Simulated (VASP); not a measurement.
A VASP calculation is set up with these files.

### KPOINTS
```
Regular mesh
0
G
12 12 7
0 0 0
```

### INCAR
```
! general
SYSTEM  = Hf
PREC    = Accurate
ENCUT   = 400
LREAL   = .FALSE.   ! projection in real space or not
LASPH   = .TRUE.   ! aspherical one-centre terms

! electronic loop
EDIFF   = 1E-6
NELM    = 100   ! most electronic steps
ALGO    = Normal
LMAXMIX = 6

! smearing
ISMEAR  = 1   ! Methfessel-Paxton
SIGMA   = 0.1   ! width (eV)

! functional
GGA     = PE   ! PBE

! ions
IBRION  = 2   ! conjugate gradients
NSW     = 60
ISIF    = 3
EDIFFG  = -0.01

! output
LWAVE   = .FALSE.
LCHARG  = .FALSE.
```

**POSCAR**
```
Hf
1
    1.5950000000    -2.7626210000     0.0000000000
    1.5950000000     2.7626210000     0.0000000000
    0.0000000000     0.0000000000     5.0500000000
Hf
2
Direct
  0.3333330000   0.6666670000   0.2500000000
  0.6666670000   0.3333330000   0.7500000000
```

POTCAR, in this order: Hf_pv (PBE.64 set). Program: vasp_std.

Task: Translate this PBE calculation to Quantum ESPRESSO's pw.x.

Result: One equivalent input (not run):
```
&CONTROL
  calculation = 'vc-relax'
  pseudo_dir = './pseudo'
  outdir = './out'
  tprnfor = .true.
  tstress = .true.
  nstep = 60
  forc_conv_thr = 0.00039
/
&SYSTEM
  ibrav = 0
  nat = 2
  ntyp = 1
  ecutwfc = 58
  occupations = 'smearing'
  smearing = 'methfessel-paxton'
  degauss = 0.00735
  input_dft = 'pbe'
/
&ELECTRONS
  conv_thr = 7.3e-08
  electron_maxstep = 100
/
&IONS
/
&CELL
/
ATOMIC_SPECIES
  Hf 178.490 Hf.upf
CELL_PARAMETERS angstrom
     1.5950000   -2.7626210    0.0000000
     1.5950000    2.7626210    0.0000000
     0.0000000    0.0000000    5.0500000
ATOMIC_POSITIONS crystal
  Hf   0.3333330  0.6666670  0.2500000
  Hf   0.6666670  0.3333330  0.7500000
K_POINTS automatic
  12 12 7 0 0 0
```
What does not carry over: the potentials are each code's own (VASP's PAW set, PseudoDojo norm-conserving files in pw.x), so ENCUT and ecutwfc are chosen apart and not converted; conv_thr bounds pw.x's estimated SCF error, while EDIFF bounds the energy change between steps; forc_conv_thr acts on force components and is met together with etot_conv_thr.

The compound is Hf in the hcp structure. This run relaxes it. Symmetry was kept, so distortions that lower it aren't found.
